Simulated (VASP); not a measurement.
Runs of VASP 6.6.1 on CaCuH2. It takes space group R-3m (No. 166, trigonal). Conventional cell: a = 3.890 Å, b = 3.890 Å, c = 13.072 Å, α = 90.00°, β = 90.00°, γ = 120.00°. Around Ca (site symmetry -3m) lie 6 H at 2.33 Å. Cu (site symmetry -3m) is surrounded by 2 H at 1.54 Å. H (site symmetry 3m) is surrounded by 1 Cu at 1.54 Å. The cell was built by a generator and needn't be a form met in nature.

```csv
level,gap on the mesh (eV),pressure (GPa),relaxed volume (Å³/atom)
PBE+D4,none,0.0,(b)
PBE+TS,none,0.0,12.92
PBE+TS-HI,none,0.0,13.32
PBE+D3,none,0.0,13.59
PBE+dDsC,none,0.0,13.66
PBE+D2,none,0.0,13.97
PBE,none,0.0,(a)
PBE+D3(BJ),none,0.0,(c)
```

Alike in all rows: task relaxation of cell and atoms; potentials or basis VASP PAW PBE potentials, release 64 (Ca_sv, Cu, H); no spin polarisation; cell relaxed; k mesh 6 × 6 × 6; cutoff (eV) 600; smearing fermi-dirac 0.05 eV.

Problem. Fill in the values left out.

Solution. (a) 14.35; (b) 13.84; (c) 13.56.

Caveats: pairwise dispersion overbinds metals, which lowers pressure and volume (some runs); atom-pairwise D2, TS and ULG terms overbind metals (some runs).

A gap of «none» marks a metal or a gap under the smearing width.
